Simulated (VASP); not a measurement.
An input for Quantum ESPRESSO's pw.x (written as the equivalent of a VASP run, and not itself run):

```
&CONTROL
  calculation = 'vc-relax'
  pseudo_dir = './pseudo'
  outdir = './out'
  tprnfor = .true.
  tstress = .true.
  nstep = 60
  forc_conv_thr = 0.00039
/
&SYSTEM
  ibrav = 0
  nat = 2
  ntyp = 2
  ecutwfc = 84
  occupations = 'smearing'
  smearing = 'methfessel-paxton'
  degauss = 0.00735
  input_dft = 'pbesol'
/
&ELECTRONS
  conv_thr = 7.3e-08
  electron_maxstep = 100
/
&IONS
/
&CELL
/
ATOMIC_SPECIES
  Ru 101.070 Ru.upf
  N 14.007 N.upf
CELL_PARAMETERS angstrom
     0.0000000    2.2496626    2.2496626
     2.2496626   -0.0000000    2.2496626
     2.2496626    2.2496626    0.0000000
ATOMIC_POSITIONS crystal
  Ru   0.0000000  0.0000000  0.0000000
  N    0.2500000  0.2500000  0.2500000
K_POINTS automatic
  13 13 13 0 0 0
```

Q: Write the VASP files for the same calculation (PBEsol).

A: Several could match; the one computed here: 
INCAR:
```
LMAXMIX = 4
ENCUT = 520   ! plane-wave cut-off (eV)
LWAVE = .False.
EDIFFG = -0.01
SIGMA = 0.1
ISIF = 3   ! ions, shape and volume
NSW = 60   ! most ionic steps
SYSTEM = RuN
LASPH = .True.   ! aspherical one-centre terms
EDIFF = 1E-6
IBRION = 2
PREC = Accurate
LCHARG = .False.
ISMEAR = 1
NELM = 100   ! most electronic steps
LREAL = .False.   ! projection in real space or not
ALGO = Normal
GGA = PS
```

File KPOINTS:
```
Automatic mesh
0
Gamma
13 13 13
0 0 0
```

### POSCAR
```
RuN
1
    0.0000000000     2.2496625576     2.2496625576
    2.2496625576    -0.0000000000     2.2496625576
    2.2496625576     2.2496625576     0.0000000000
Ru N
1 1
Direct
  0.0000000000   0.0000000000   0.0000000000
  0.2500000000   0.2500000000   0.2500000000
```

POTCAR, in this order: Ru_pv N (PBE.64 set). Program: vasp_std.

Limits of the translation: the potentials are each code's own (VASP's PAW set, PseudoDojo norm-conserving files in pw.x), so ENCUT and ecutwfc are chosen apart and not converted; conv_thr bounds pw.x's estimated SCF error, while EDIFF bounds the energy change between steps; forc_conv_thr acts on force components and is met together with etot_conv_thr.

The structure was generated: RuN was put into the zinc blende type (F-43m), which need not be its known phase. It was relaxed first, which changed the volume by -28 %. The start is the result of an earlier pass.
